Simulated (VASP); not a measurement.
A VASP calculation is set up with these files.

File POSCAR:
```
Cs
1
   -1.8073613692     1.8073613692     1.8073613692
    1.8073613692    -1.8073613692     1.8073613692
    1.8073613692     1.8073613692    -1.8073613692
Cs
1
Direct
  0.0000000000   0.0000000000   0.0000000000
```

KPOINTS:
```
Automatic
0
gamma
 14 14 14
```

### INCAR
```
ALGO = Normal
EDIFF = 1E-6
EDIFFG = -0.02
ENCUT = 500
GGA = PE
IBRION = 2
ISIF = 3
ISMEAR = 1
LASPH = T
LCHARG = F
LMAXMIX = 4
LREAL = F
LWAVE = F
NELM = 100
NSW = 40
PREC = Accurate
PSTRESS = 450
SIGMA = 0.1
SYSTEM = Cs
```

POTCAR, in this order: Cs_sv (PBE.64 set). Program: vasp_std.

Problem. Translate this PBE calculation to Ansatz.

Solution. One equivalent input (not run):
Ansatz 0.2 input:
```yaml
crystal:
  lattice:
    - [-1.8073614, 1.8073614, 1.8073614]
    - [1.8073614, -1.8073614, 1.8073614]
    - [1.8073614, 1.8073614, -1.8073614]
  atoms:
    - { symbol: Cs, position: [0.0000000, 0.0000000, 0.0000000] }
kpoints:
  mp_grid: { grid: [14, 14, 14] }
hamiltonian:
  xc: pbe
  pseudopotentials: { kind: paw }
scf:
  occupations: { method: methfessel_paxton, width: 0.1 }
  max_iter: 100
relax:
  max_steps: 40
  f_tol: 0.02
  cell: { p_target: 45 }
output: { forces: true, stress: true, eigenvalues: true }
```
What does not carry over: each code has its own PAW files, so the cut-off isn't converted (ENCUT is set for VASP's; basis.ecutwfc is left out, and Ansatz then takes the one that its files recommend); Ansatz stops its SCF on the density residual and VASP on the energy change (EDIFF).

The compound is Cs in the bcc structure. It was relaxed first under an external pressure of 45 GPa.
